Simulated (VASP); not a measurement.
```xyz
4
Lattice="3.4794 0.0000 0.0000 0.0000 3.4794 0.0000 0.0000 0.0000 3.4794" Properties=species:S:1:pos:R:3 pbc="T T T"
Al     0.0000     0.0000     0.0000
Ni     0.0000     1.7397     1.7397
Ni     1.7397     0.0000     1.7397
Ni     1.7397     1.7397     0.0000
```
Starting moments (μB, in the order of the record's atoms Al Ni Ni Ni): 0.0 0.2 0.2 0.2.

Computed with LDA (Ceperley-Alder, Perdew-Zunger), VASP's LDA PAW potentials (set 64) (plane waves; VASP 6.6.1). Run with 400 eV cut-off, 10×10×10 Γ-centred mesh, tetrahedra with Blöchl corrections, potentials Al Ni.

The cores are frozen, which limits the accuracy of field gradients.

Task: Give the principal components of the electric field gradient (V/Å²) and the asymmetry η at each nucleus.

Result: 
```tsv
atom	Vxx	Vyy	Vzz	η
Al1	0.0	0.0	0.0	-
Ni2	6.3	6.3	-12.6	0.00
Ni3	6.3	6.3	-12.6	0.00
Ni4	6.3	6.3	-12.6	0.00
```

The compound is Ni3Al in the L1_2 structure. It was relaxed first, which changed the volume by -7 %.
